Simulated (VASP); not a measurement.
Data:

```yaml
crystal:
  lattice:
    - [0.00000, 2.78501, 2.78501]
    - [2.78501, 0.00000, 2.78501]
    - [2.78501, 2.78501, 0.00000]
  atoms:
    - { symbol: Ga, position: [0.00000, 0.00000, 0.00000] }
    - { symbol: As, position: [0.25000, 0.25000, 0.25000] }
```

Level of theory: PBE0 hybrid, VASP's PBE PAW potentials (set 64) (plane waves; VASP 6.6.1). Numerical set-up: 520 eV cut-off, 6×6×6 Γ-centred mesh, Gaussian smearing of 0.050 eV, potentials Ga_d As.

Problem. Predict the energy per atom (σ→0), pressure, band gap (on the k-mesh) with the smallest direct gap where there is one.

Solution. 
band gap (on the k-mesh): 2.42 eV
smallest direct gap (on the k-mesh): 2.42 eV
energy per atom (σ→0): -5.341 eV/atom
pressure: 4.60 GPa

Total energies compare only between runs with the same potentials, cut-off and functional.

The compound is GaAs in the zinc blende structure. This cell is one point of a volume scan, at 0.91 of the reference volume. The cell's shape comes from a PBE relaxation.
